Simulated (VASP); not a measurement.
```xyz
2
Lattice="-2.8942 2.8942 1.5717 2.8942 -2.8942 1.5717 2.8942 2.8942 -1.5717" Properties=species:S:1:pos:R:3 pbc="T T T"
Sn     2.8942     0.0000     0.7859
Sn     0.0000     0.0000     0.0000
```

Calculation: PBE GGA with D3 dispersion (Becke-Johnson damping), VASP's PBE PAW potentials (set 64) (plane waves; VASP). Run with 520 eV cut-off, 13×13×13 Γ-centred mesh, first-order Methfessel-Paxton smearing of 0.10 eV, potentials Sn_d.

Unless said otherwise, spin-orbit coupling is left out, though it shifts the bands of the heavy elements here.

Problem. What does the run give for the energy per atom (σ→0), pressure, band gap (on the k-mesh) with the smallest direct gap where there is one?

Solution. 
```yaml
band gap (on the k-mesh): none (metal, semimetal or under 0.01 eV)
energy per atom (σ→0): -4.183 eV/atom
pressure: 1.81 GPa
```

Only differences to runs with the same potentials and settings are physical.

The compound is Sn in the beta structure. This cell is one point of a volume scan, at 0.97 of the reference volume.
